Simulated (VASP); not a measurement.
A convergence study with VASP on FeAl (CsCl type): one setting is varied, all else stays as given below, so the limit is that of these other settings. Each run relaxes cell and ions from the cell shown.

```
CELL_PARAMETERS angstrom
      2.91000     0.00000     0.00000
      0.00000     2.91000     0.00000
      0.00000     0.00000     2.91000
ATOMIC_POSITIONS crystal
  Al 0.50000 0.50000 0.50000
  Fe 0.00000 0.00000 0.00000
```

The numbers are results of PBE GGA, VASP's PBE PAW potentials (set 64) (plane waves; VASP), not measurements. The tightest run used: 550 eV cut-off, 17×17×17 Γ-centred mesh, first-order Methfessel-Paxton smearing of 0.10 eV, potentials Al Fe.

| setting | relaxed volume (Å³/atom) | E (eV/atom) | irreducible k-points |
|---|---|---|---|
| 2×2×2 mesh | 12.066 | -6.2725 | 4 |
| 3×3×3 mesh | 11.829 | -6.2592 | 4 |
| 4×4×4 mesh | 11.735 | -6.3594 | 10 |

Task: These are the cheaper rows. Estimate the results at 17×17×17 mesh, and how far the last row shown lies from them.

Result: 
| quantity | tightest run | last row shown is off by |
|---|---|---|
| relaxed volume (Å³/atom) | 11.800 | -0.065 |
| E (eV/atom) | -6.3073 | -0.0520 |

Left out are rungs that failed or repeat a setting and relaxations that didn't move; long series are thinned to 24 rows.

The compound is FeAl in the CsCl type structure. The run is not spin-polarised, so no magnetic state was tried. The electron count is odd and the run is not spin-polarised, which forces a metal.
